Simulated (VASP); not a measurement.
Data:

```yaml
crystal:
  lattice:
    - [-1.90878, 1.90878, 4.79791]
    - [1.90878, -1.90878, 4.79791]
    - [1.90878, 1.90878, -4.79791]
  atoms:
    - { symbol: V, position: [0.50000, 0.50000, 0.00000], spin: 2.0 }
    - { symbol: V, position: [0.25000, 0.75000, 0.50000], spin: 2.0 }
    - { symbol: H, position: [0.29190, 0.29190, 0.00000] }
    - { symbol: H, position: [0.04190, 0.54190, 0.50000] }
    - { symbol: H, position: [0.45810, 0.95810, 0.50000] }
    - { symbol: H, position: [0.70810, 0.70810, 0.00000] }
```

All values below come from PBE GGA, VASP's PBE PAW potentials (set 64) (plane waves; VASP). Numerical set-up: 300 eV cut-off, 5×5×5 Γ-centred mesh, Fermi-Dirac smearing of 0.10 eV, potentials V_sv H.

At this cut-off the stress carries a Pulay error, which pulls relaxed volumes low.

Q: Which forces act on the atoms, in eV/Å?

A: 
```
atom     Fx     Fy      Fz
----  -----  -----  ------
V1    0.000  0.000   0.000
V2    0.000  0.000   0.000
H3    0.000  0.000   0.211
H4    0.000  0.000   0.211
H5    0.000  0.000  -0.211
H6    0.000  0.000  -0.211
```

Q: Give the stress tensor in GPa (positive for a compressed cell).

A: 
```
 -9.87    0.00    0.00
  0.00   -9.87    0.00
  0.00    0.00  -10.84
```
The pressure is its mean diagonal, -10.19 GPa.

The structure was generated: VH2 was put into an ordered model structure, which need not be its known phase. The cell was not relaxed at this level. The k-mesh is coarse (spacing up to 0.47 per Å, 2π included), so the numbers may not be converged in it.
